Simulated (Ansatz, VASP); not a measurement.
NaLiICl: VASP beside Ansatz

File INCAR:

```
PREC = Accurate ; ENCUT = 520
EDIFF = 1E-6 ; ISMEAR = 0
SIGMA = 0.05 ; LREAL = F
LASPH = T ; NELM = 60
ALGO = Normal ; ISIF = 2
LWAVE = F ; LCHARG = T
GGA = CA ; LELF = T
LVHAR = T ; NBANDS = 20
```

File KPOINTS:

```
regular mesh
0
Gamma
  6 6 4
```

File POSCAR:

```
NaLiICl
1.0
    3.9279705600      0.0000000000      0.0000000000
    0.0000000000      3.9279705600      0.0000000000
    0.0000000000      0.0000000000      6.7125715200
Na Li I Cl
1 1 1 1
Direct
    0.5000000000      0.5000000000      0.5000000000
    0.0000000000      0.0000000000      0.0000000000
    0.5000000000      0.5000000000      0.0000000000
    0.0000000000      0.0000000000      0.5000000000
```

Input for Ansatz:

```yaml
crystal:
  lattice:
    - [3.92797056, 0.0, 0.0]
    - [0.0, 3.92797056, 0.0]
    - [0.0, 0.0, 6.71257152]
  atoms:
    - { symbol: Na, position: [0.5, 0.5, 0.5] }
    - { symbol: Li, position: [0.0, 0.0, 0.0] }
    - { symbol: I, position: [0.5, 0.5, 0.0] }
    - { symbol: Cl, position: [0.0, 0.0, 0.5] }
basis:
  ecutwfc: 420
kpoints:
  mp_grid: { grid: [6, 6, 4] }
hamiltonian:
  xc: lda
scf:
  occupations: { method: gaussian, width: 0.05 }
output:
  forces: true
  stress: true
  eigenvalues: true
```

Change from the starting cell: strain -0.040 along x and y, +0.080 along z, atoms carried along.

Alike in both runs: task single point; functional LDA; k mesh 6 × 6 × 4; occupations gaussian, width 0.05 eV; no spin polarisation.

|  | VASP | Ansatz |
| --- | --- | --- |
| version | VASP 6.6.1 | Ansatz 0.2.0 |
| potentials or method | VASP PAW LDA potentials, release 64 (Na_pv, Li_sv, I, Cl) | scalar-relativistic, plane waves, PAW |
| plane-wave cutoff (eV) | 520 | 420 |
| valence electrons in the cell | 24 | 36 |

|  | VASP | Ansatz | Ansatz less VASP |
| --- | --- | --- | --- |
| gap on the k mesh at the Fermi level (eV) | 3.66 | 3.65 | -0.005 |
| least direct gap on the mesh (eV) | 4.18 | 4.17 | -0.008 |

The two sets of potentials don't hold the same shells in valence.

Caveats: spin-orbit coupling is left out, which moves the levels of the heavy elements. A k mesh can miss the band edges.
